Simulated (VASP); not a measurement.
# Na3BeSb (Pm-3m) in VASP: further runs

One crystal, Na3BeSb, is run at these levels: PBE, LDA, optB88-vdW; tasks: relaxation of cell and atoms, relaxation of the atoms.

Program: VASP 6.6.1. These are calculated values, not measurements. Logs are shortened: lines on timing, memory, paths and dates and some standing lists are left out, and cuts for length are marked.

## Step 1: The structure

Symmetry: Pm-3m, No. 221, cubic system. Conventional cell: a = 4.461 Å, b = 4.461 Å, c = 4.461 Å, α = 90.00°, β = 90.00°, γ = 90.00°. Around Na (site symmetry 4/mmm) lie 2 Be at 2.23 Å. Be (site symmetry m-3m) has 6 Na at 2.23 Å as nearest neighbours. Around Sb (site symmetry m-3m) lie 12 Na at 3.15 Å.

The cell was built by a generator and needn't be a form met in nature.

## Step 2: Relaxation of cell and atoms, PBE

Contents of INCAR:

```
ALGO     = Fast           # electronic algorithm
EDIFF    = 1E-7           # SCF threshold, eV
EDIFFG   = -0.01          # ionic threshold
ENCUT    = 600            # plane-wave cutoff, eV
GGA      = PE             # functional
IBRION   = 2              # ionic algorithm
ISIF     = 3              # what is computed and relaxed
ISMEAR   = 1              # smearing method
LASPH    = True           # aspherical terms in the spheres
LCHARG   = False          # write CHGCAR
LREAL    = False          # projectors in reciprocal space
LWAVE    = False          # write WAVECAR
NELM     = 60             # most SCF steps
NSW      = 60             # ionic steps
PREC     = Accurate       # precision mode
SIGMA    = 0.2            # smearing width, eV
```

Contents of KPOINTS:

```
k-points
0
Gamma
  6 6 6
```

Contents of POSCAR:

```
Na3BeSb
1.0
    4.4612987000      0.0000000000      0.0000000000
    0.0000000000      4.4612987000      0.0000000000
    0.0000000000      0.0000000000      4.4612987000
Na Be Sb
3 1 1
Direct
    0.0000000000      0.5000000000      0.5000000000
    0.5000000000      0.0000000000      0.5000000000
    0.5000000000      0.5000000000      0.0000000000
    0.5000000000      0.5000000000      0.5000000000
    0.0000000000      0.0000000000      0.0000000000
```

Potentials or basis: VASP PAW PBE potentials, release 64 (Na_pv, Be, Sb).

On the command line:

```sh
$ cat potpaw_PBE.64/Na_pv/POTCAR potpaw_PBE.64/Be/POTCAR potpaw_PBE.64/Sb/POTCAR > POTCAR
$ mpirun -np 1 vasp_std > vasp.out
```

OUTCAR:

```text
EDIFF = 1E-7
   EDIFFG = -0.01
   ENCUT = 600
   GGA = PE
   IBRION = 2
   ISIF = 3
   ISMEAR = 1
   LASPH = True
   LREAL = False
   NELM = 60
   NSW = 60
   PREC = Accurate

 ion  position               nearest neighbor table
   1  0.000  0.500  0.500-   4 2.23   4 2.23   5 3.15   5 3.15   5 3.15   5 3.15
   2  0.500  0.000  0.500-   4 2.23   4 2.23   5 3.15   5 3.15   5 3.15   5 3.15
   3  0.500  0.500  0.000-   4 2.23   4 2.23   5 3.15   5 3.15   5 3.15   5 3.15
   4  0.500  0.500  0.500-   1 2.23   2 2.23   3 2.23   3 2.23   2 2.23   1 2.23
   5  0.000  0.000  0.000-   1 3.15   2 3.15   3 3.15   1 3.15   2 3.15   1 3.15   3 3.15   1 3.15
                             2 3.15   3 3.15   2 3.15   3 3.15

  LATTYP: Found a simple cubic cell.
 ALAT       =     4.4612987000

  Lattice vectors:

 A1 = (   4.4612987000,   0.0000000000,   0.0000000000)
 A2 = (   0.0000000000,   4.4612987000,   0.0000000000)
 A3 = (   0.0000000000,   0.0000000000,   4.4612987000)

Analysis of symmetry for initial positions (statically):
=====================================================================
 Subroutine PRICEL returns:
 Original cell was already a primitive cell.

 Routine SETGRP: Setting up the symmetry group for a
 simple cubic supercell.

 Subroutine GETGRP returns: Found 48 space group operations
 (whereof 48 operations were pure point group operations)
 out of a pool of 48 trial point group operations.

The static configuration has the point symmetry O_h .

Analysis of symmetry for dynamics (positions and initial velocities):
=====================================================================
 Subroutine PRICEL returns:
 Original cell was already a primitive cell.

 Routine SETGRP: Setting up the symmetry group for a
 simple cubic supercell.

 Subroutine GETGRP returns: Found 48 space group operations
 (whereof 48 operations were pure point group operations)
 out of a pool of 48 trial point group operations.

The dynamic configuration has the point symmetry O_h .

 Subroutine INISYM returns: Found 48 space group operations
 (whereof 48 operations are pure point group operations),
 and found     1 'primitive' translations

----------------------------------------------------------------------------------------

                                     Primitive cell

  volume of cell :      88.7941

  direct lattice vectors                    reciprocal lattice vectors
     4.461298700  0.000000000  0.000000000     0.224149977  0.000000000  0.000000000
     0.000000000  4.461298700  0.000000000     0.000000000  0.224149977  0.000000000
     0.000000000  0.000000000  4.461298700     0.000000000  0.000000000  0.224149977

  length of vectors
     4.461298700  4.461298700  4.461298700     0.224149977  0.224149977  0.224149977

[... 72 lines left out ...]
   PREC   = accura    normal or accurate (medium, high low for compatibility)
   ISTART =      0    job   : 0-new  1-cont  2-samecut
   ICHARG =      2    charge: 1-file 2-atom 10-const
   ISPIN  =      1    spin polarized calculation?
   LNONCOLLINEAR =      F non collinear calculations
   LSORBIT =      F    spin-orbit coupling
   LASPH  =      T    aspherical Exc in radial PAW
   ENCUT  =  600.0 eV  44.10 Ry    6.64 a.u.   8.91  8.91  8.91*2*pi/ulx,y,z
   NELM   =     60;   NELMIN=  2; NELMDL= -5     # of ELM steps
   EDIFF  = 0.1E-06   stopping-criterion for ELM
   LREAL  =      F    real-space projection
   EDIFFG = -.1E-01   stopping-criterion for IOM
   NSW    =     60    number of steps for IOM
   IBRION =      2    ionic relax: 0-MD 1-quasi-New 2-CG
   NFREE  =      1    steps in history (QN), initial steepest desc. (CG)
   ISIF   =      3    stress and relaxation
   ISYM   =      2    0-nonsym 1-usesym 2-fastsym
   POTIM  = 0.5000    time-step for ionic-motion
   TEBEG  =    0.0;   TEEND  =   0.0 temperature during run
   PSTRESS=    0.0 pullay stress
   NELECT =      28.0000    total number of electrons
   NUPDOWN=      -1.0000    fix difference up-down
   EMIN   =  10.00;   EMAX   =-10.00  energy-range for DOS
   EFERMI =   0.00;   METHOD = LEGACY
   ISMEAR =     1;   SIGMA  =   0.20  broadening in eV -4-tet -1-fermi 0-gaus
   EFERMI_NEDOS =   21; number of points for ismear=-14 and -15
   IALGO  =     68    algorithm
   IMIX   =      4    mixing-type and parameters
     AMIX     =   0.40;   BMIX     =  1.00
     AMIX_MAG =   1.60;   BMIX_MAG =  1.00
  volume/ion in A,a.u.               =      17.76       119.84
  Fermi-wavevector in a.u.,A,eV,Ry     =   1.114293  2.105709 16.893669  1.241650
  Thomas-Fermi vector in A             =   2.250887
   LORBIT       =      0    0 simple, 1 ext, 2 COOP (PROOUT), +10 PAW based schemes
   GGA     = PE    functional components
   LHFCALC =     F    Hartree Fock is set to
   AEXX    =    0.0000 exact exchange contribution
   IVDW    =     0    specifies the selected vdW correction
   LEPSILON=     F    determine dielectric tensor
   LRPA    =     F    only Hartree local field effects (RPA)
 conjugate gradient relaxation of ions
 non-spin polarized calculation
 RMM-DIIS sequential band-by-band and
 Methfessel and Paxton  Order N= 1 SIGMA  =   0.20
  energy-cutoff  :      600.00
  volume of cell :       88.79
 maximum number of plane-waves:      3016
 NGX is ok and might be reduce to    36
   NGX = 17   NGY = 17   NGZ = 17

--------------------------------------- Ionic step        1  -------------------------------------------

 number of electron      27.9999991 magnetization

 Free energy of the ion-electron system (eV)
  ---------------------------------------------------
  ext. energy  EPLUGINS =         0.00000000
  ---------------------------------------------------
  free energy    TOTEN  =        -6.94460121 eV

  energy without entropy =       -6.94909687  energy(sigma->0) =       -6.94609976

 E-fermi :   4.4252     XC(G=0):  -9.3703

 val. band max:        4.3154198712   @ k =   0.5000   0.1667   0.0000
 cond. band min:       4.5102930729   @ k =   0.5000   0.3333   0.0000
 fundamental gap:      0.1948732017
 Fermi energy:         4.4252377809

 k-point     1 :       0.0000    0.0000    0.0000
  band No.  band energies     occupation
      1     -19.6809      2.00000
      2     -19.6809      2.00000
      3     -19.6809      2.00000
      4     -19.4332      2.00000
      5     -19.4332      2.00000
      6     -19.4332      2.00000
[... 603 lines left out ...]
--------------------------------------- Ionic step        6  -------------------------------------------

 number of electron      27.9999915 magnetization

 Free energy of the ion-electron system (eV)
  ---------------------------------------------------
  ext. energy  EPLUGINS =         0.00000000
  ---------------------------------------------------
  free energy    TOTEN  =        -9.34361136 eV

  energy without entropy =       -9.34433975  energy(sigma->0) =       -9.34385416

 E-fermi :   1.4061     XC(G=0):  -7.6081

 val. band max:        1.3888034153   @ k =   0.5000   0.5000   0.3333
 cond. band min:       1.4602784958   @ k =   0.5000   0.3333   0.0000
 fundamental gap:      0.0714750804
 Fermi energy:         1.4060706762

 k-point     1 :       0.0000    0.0000    0.0000
  band No.  band energies     occupation
      1     -22.7227      2.00000
      2     -22.7227      2.00000
      3     -22.7227      2.00000
      4     -22.6466      2.00000
      5     -22.6466      2.00000
      6     -22.6466      2.00000
[... 441 lines left out ...]
  FREE ENERGIE OF THE ION-ELECTRON SYSTEM (eV)
  ---------------------------------------------------
  free  energy   TOTEN  =        -9.3436113616 eV

  energy  without entropy=       -9.3443397516  energy(sigma->0) =       -9.34385416

 reached required accuracy - stopping structural energy minimisation
```

CONTCAR:

```text
Na3BeSb
   1.00000000000000
     5.2377482680489598   -0.0000000000000000    0.0000000000000000
     0.0000000000000000    5.2377482680489589   -0.0000000000000000
    -0.0000000000000000   -0.0000000000000000    5.2377482680489589
  Na              Be              Sb
     3     1     1
Direct
     0.0000000000000000    0.5000000000000000    0.5000000000000000
     0.5000000000000000    0.0000000000000000    0.5000000000000000
     0.5000000000000000    0.5000000000000000    0.0000000000000000
     0.5000000000000000    0.5000000000000000    0.5000000000000000
     0.0000000000000000    0.0000000000000000    0.0000000000000000

  0.00000000E+00  0.00000000E+00  0.00000000E+00
  0.00000000E+00  0.00000000E+00  0.00000000E+00
  0.00000000E+00  0.00000000E+00  0.00000000E+00
  0.00000000E+00  0.00000000E+00  0.00000000E+00
  0.00000000E+00  0.00000000E+00  0.00000000E+00
```

Wall time 6.2 min (1 thread of AMD EPYC 7R43 (Zen 3), shared host); peak memory 0.19 GiB.

Results:

```yaml
Free_energy: -9.3436 eV
Relaxed_volume: 28.74 Å³/atom
Relaxed_cell: a = 5.238 Å, b = 5.238 Å, c = 5.238 Å, α = 90.00°, β = 90.00°, γ = 90.00°
Space_group_after_relaxing_to_0.05_Å: Pm-3m (No. 221)
Energy_gained_by_relaxing: 479.8 meV/atom
Ionic_steps: 6
Pressure_after_relaxing: 0.0 GPa
Band_gap_on_the_k_mesh: none (metal or under the smearing width)
```

The path:
```csv
step,energy change (eV),largest force (eV/Å),pressure (GPa),volume (Å³)
1,0.0000,0.0000,21.19,88.79
2,-2.1860,0.0000,3.70,122.53
3,-2.3666,0.0000,1.21,134.78
4,-2.3037,0.0000,-1.54,161.67
5,-2.3984,0.0000,-0.13,145.00
6,-2.3990,0.0000,0.00,143.69
```

Final structure:
```cif
data_structure
_symmetry_space_group_name_H-M 'P 1'
_symmetry_Int_Tables_number 1
_cell_length_a 5.2377
_cell_length_b 5.2377
_cell_length_c 5.2377
_cell_angle_alpha 90.000
_cell_angle_beta 90.000
_cell_angle_gamma 90.000
_cell_volume 143.69
loop_
_atom_site_label
_atom_site_type_symbol
_atom_site_fract_x
_atom_site_fract_y
_atom_site_fract_z
_atom_site_occupancy
Na1 Na 0.00000 0.50000 0.50000 1
Na2 Na 0.50000 0.00000 0.50000 1
Na3 Na 0.50000 0.50000 0.00000 1
Be1 Be 0.50000 0.50000 0.50000 1
Sb1 Sb 0.00000 0.00000 0.00000 1
```

Caveat: the volume moved by over 15 % at a fixed basis, so the end points are rough. The run has no spin-orbit coupling, so splittings on Sb are missing.

## Step 3: Relaxation of the atoms, LDA

Contents of INCAR:

```
SYSTEM = Na3BeSb
  ALGO = Normal
  EDIFF = 1E-7
  EDIFFG = -0.01
  ENCUT = 520
  IBRION = 2
  ISIF = 2
  ISMEAR = 1
  LASPH = .TRUE.
  LCHARG = .FALSE.
  LREAL = .FALSE.
  LWAVE = .FALSE.
  NELM = 60
  NSW = 40
  PREC = Accurate
  SIGMA = 0.2
```

Contents of KPOINTS:

```
k-points
0
G
  6 6 6
  0 0 0
```

POSCAR is that of step 2.

Potentials or basis: VASP PAW LDA potentials, release 64 (Na_pv, Be, Sb).

On the command line:

```sh
$ cat potpaw_LDA.64/Na_pv/POTCAR potpaw_LDA.64/Be/POTCAR potpaw_LDA.64/Sb/POTCAR > POTCAR
$ mpirun -np 1 vasp_std > vasp.out
```

OUTCAR:

```text
SYSTEM = Na3BeSb
   EDIFF = 1E-7
   EDIFFG = -0.01
   ENCUT = 520
   IBRION = 2
   ISIF = 2
   ISMEAR = 1
   LASPH = .TRUE.
   LREAL = .FALSE.
   NELM = 60
   NSW = 40
   PREC = Accurate

 ion  position               nearest neighbor table
   1  0.000  0.500  0.500-   4 2.23   4 2.23   5 3.15   5 3.15   5 3.15   5 3.15
   2  0.500  0.000  0.500-   4 2.23   4 2.23   5 3.15   5 3.15   5 3.15   5 3.15
   3  0.500  0.500  0.000-   4 2.23   4 2.23   5 3.15   5 3.15   5 3.15   5 3.15
   4  0.500  0.500  0.500-   1 2.23   2 2.23   3 2.23   3 2.23   2 2.23   1 2.23
   5  0.000  0.000  0.000-   1 3.15   2 3.15   3 3.15   1 3.15   2 3.15   1 3.15   3 3.15   1 3.15
                             2 3.15   3 3.15   2 3.15   3 3.15
[... 621 lines left out ...]
  Total        9.3231263      9.3231263      9.3231263      0.0000000      0.0000000     -0.0000000
  in kB      168.2241112    168.2241112    168.2241112      0.0000000      0.0000000     -0.0000000
  external PRESSURE =     168.2241112 kB  Pullay stress =       0.0000000 kB

 VOLUME and BASIS-vectors are now :
 -----------------------------------------------------------------------------
  energy-cutoff  :      520.00
  volume of cell :       88.79
      direct lattice vectors                 reciprocal lattice vectors
     4.461298700  0.000000000  0.000000000     0.224149977  0.000000000  0.000000000
     0.000000000  4.461298700  0.000000000     0.000000000  0.224149977  0.000000000
     0.000000000  0.000000000  4.461298700     0.000000000  0.000000000  0.224149977

 POSITION                                       TOTAL-FORCE (eV/Angst)
 -----------------------------------------------------------------------------------
      0.00000      2.23065      2.23065         0.000000      0.000000      0.000000
      2.23065      0.00000      2.23065         0.000000      0.000000      0.000000
      2.23065      2.23065      0.00000         0.000000      0.000000      0.000000
      2.23065      2.23065      2.23065         0.000000      0.000000      0.000000
      0.00000      0.00000      0.00000         0.000000      0.000000      0.000000
 -----------------------------------------------------------------------------------
    total drift:                                0.000000      0.000000      0.000000

  FREE ENERGIE OF THE ION-ELECTRON SYSTEM (eV)
  ---------------------------------------------------
  free  energy   TOTEN  =        -9.1188500746 eV

  energy  without entropy=       -9.1229238233  energy(sigma->0) =       -9.12020799

 reached required accuracy - stopping structural energy minimisation
```

Wall time 42 s (1 thread of AMD EPYC 7R43 (Zen 3), shared host); peak memory 0.15 GiB.

What came out:

| Property | Result |
| --- | --- |
| Free energy | -9.1189 eV |
| Pressure after relaxing | 16.8 GPa |
| Band gap on the k mesh | none (metal or under the smearing width) |

Final structure:
```
Na Be Sb
1.0
     4.46130    0.00000    0.00000
     0.00000    4.46130    0.00000
     0.00000    0.00000    4.46130
Na Be Sb
3 1 1
Direct
  0.00000 0.50000 0.50000
  0.50000 0.00000 0.50000
  0.50000 0.50000 0.00000
  0.50000 0.50000 0.50000
  0.00000 0.00000 0.00000
```

Levels at points of the mesh, in eV from the Fermi level:
```
           k point  band 10  band 11  band 12  band 13  band 14  band 15  band 16  band 17  band 18
(0.00, 0.00, 0.00)    -9.31    -3.13    -1.07    -1.07    -1.07     2.86     2.86     2.86     3.13
(0.50, 0.00, 0.00)    -8.73    -4.79    -0.19    -0.19    -0.11     0.17     0.98     0.98     3.95
(0.50, 0.50, 0.00)    -8.31    -3.20    -3.20    -3.10     0.20     1.31     2.20     2.20     4.12
(0.50, 0.50, 0.50)    -8.03    -2.25    -2.05    -2.05    -2.05    -0.65    -0.65    -0.65     7.78
```

Caveat: the relaxation stopped at its first step, so nothing moved.

## Step 4: Relaxation of cell and atoms, optB88-vdW (volume scaled by 0.96)

Contents of run.py:

```python
from ase.calculators.vasp import Vasp
from ase.filters import FrechetCellFilter
from ase.optimize import BFGS
from ase.spacegroup import crystal

atoms = crystal(
    ['Na', 'Be', 'Sb'],
    basis=[[0.0, 0.5, 0.5], [0.5, 0.5, 0.5], [0.0, 0.0, 0.0]],
    spacegroup=221,
    setting=1,
    cellpar=[4.40100349, 4.40100349, 4.40100349, 90.0, 90.0, 90.0],
    primitive_cell=True,
)
calc = Vasp(
    directory='calc',
    xc='optb88-vdw',
    pp='PBE',
    setups='recommended',
    prec='Accurate',
    encut=600,
    ediff=1e-07,
    ismear=1,
    sigma=0.2,
    lreal=False,
    lasph=True,
    nelm=100,
    algo='Normal',
    isif=2,
    lwave=False,
    lcharg=False,
    kpts=[6, 6, 6],
    gamma=True,
)
atoms.calc = calc
opt = BFGS(FrechetCellFilter(atoms), trajectory='relax.traj')
converged = opt.run(fmax=0.01, steps=40)
print('converged:', converged)

print('energy (eV):', atoms.get_potential_energy())
print('free energy (eV):', atoms.get_potential_energy(force_consistent=True))
print('forces (eV/A):')
print(atoms.get_forces())
print('stress (eV/A^3, Voigt):', atoms.get_stress())
print('Fermi level (eV):', calc.get_fermi_level())
print('cell (A, degrees):', atoms.cell.cellpar())
print('volume (A^3):', atoms.get_volume())
print('scaled positions:')
print(atoms.get_scaled_positions())
```

Potentials or basis: VASP PAW PBE potentials, release 64 (Na_pv, Be, Sb).

On the command line:

```sh
$ python run.py
```

Run time: 20 min. Hardware: 1 thread of AMD EPYC 7R43 (Zen 3), shared host; peak memory 0.63 GiB.

The run converged. Its results:

| Item | Value |
| --- | --- |
| Free energy | -0.5035 eV |
| Relaxed volume | 28.44 Å³/atom |
| Relaxed cell | a = 5.219 Å, b = 5.219 Å, c = 5.219 Å, α = 90.00°, β = 90.00°, γ = 90.00° |
| Space group after relaxing (to 0.05 Å) | Pm-3m (No. 221) |
| Energy gained by relaxing | 552.2 meV/atom |
| Ionic steps | 8 |
| Pressure after relaxing | 0.0 GPa |
| Band gap on the k mesh | none (metal or under the smearing width) |

Step by step:
| step | energy change (eV) | largest force (eV/Å) | pressure (GPa) | volume (Å³) |
| --- | --- | --- | --- | --- |
| 1 | 0.0000 | 0.0000 | 24.00 | 85.24 |
| 2 | -0.2705 | 0.0000 | 21.95 | 87.13 |
| 3 | -1.4549 | 0.0000 | 12.96 | 98.24 |
| 4 | -2.2104 | 0.0000 | 6.88 | 110.76 |
| 5 | -2.6224 | 0.0000 | 2.81 | 124.88 |
| 6 | -2.7546 | 0.0000 | 0.48 | 138.37 |
| 7 | -2.7606 | 0.0000 | 0.06 | 141.71 |
| 8 | -2.7608 | 0.0000 | 0.00 | 142.18 |

Final structure:
```cif
data_structure
_symmetry_space_group_name_H-M 'P 1'
_symmetry_Int_Tables_number 1
_cell_length_a 5.2193
_cell_length_b 5.2193
_cell_length_c 5.2193
_cell_angle_alpha 90.000
_cell_angle_beta 90.000
_cell_angle_gamma 90.000
_cell_volume 142.18
loop_
_atom_site_label
_atom_site_type_symbol
_atom_site_fract_x
_atom_site_fract_y
_atom_site_fract_z
_atom_site_occupancy
Na1 Na 0.00000 0.50000 0.50000 1
Na2 Na 0.50000 0.00000 0.50000 1
Na3 Na 0.50000 0.50000 0.00000 1
Be1 Be 0.50000 0.50000 0.50000 1
Sb1 Sb 0.00000 0.00000 0.00000 1
```

Levels at points of the mesh, in eV from the Fermi level:
```csv
k point,band 11,band 12,band 13,band 14,band 15,band 16,band 17,band 18
"(0.00, 0.00, 0.00)",-3.47,-0.67,-0.67,-0.67,1.73,1.73,1.73,3.10
"(0.50, 0.00, 0.00)",-3.81,-0.45,-0.29,-0.11,-0.11,0.79,0.79,3.97
"(0.50, 0.50, 0.00)",-3.13,-1.98,-1.98,0.11,1.02,1.45,1.45,3.19
"(0.50, 0.50, 0.50)",-2.74,-1.16,-1.16,-1.16,-0.30,-0.30,-0.30,6.17
```

Caveat: the PAW data sets were made with another functional, which shifts forces and pressure a little. Spin-orbit coupling is left out, which matters for the levels of Sb.

## Step 5: The runs side by side

```csv
task,level,potentials or basis,cell,cutoff (eV),optimiser,gap on the mesh (eV),pressure (GPa),relaxed volume (Å³/atom)
relaxation of cell and atoms,PBE,"VASP PAW PBE potentials, release 64 (Na_pv, Be, Sb)",relaxed,600,-,none,0.0,28.74
relaxation of the atoms,LDA,"VASP PAW LDA potentials, release 64 (Na_pv, Be, Sb)",atoms relaxed,520,-,none,16.8,-
relaxation of cell and atoms,optB88-vdW,"VASP PAW PBE potentials, release 64 (Na_pv, Be, Sb)",relaxed from: volume scaled by 0.96,600,BFGS,none,0.0,28.44
```

Alike in all rows: no spin polarisation; k mesh 6 × 6 × 6; smearing methfessel-paxton 0.2 eV.

Caveats: the volume moved by over 15 % at a fixed basis, so the end points are rough (some runs); the relaxation stopped at its first step, so nothing moved (some runs); the PAW data sets were made with another functional, which shifts forces and pressure a little (some runs).

Absolute energies hang on the potentials; compare differences alone.
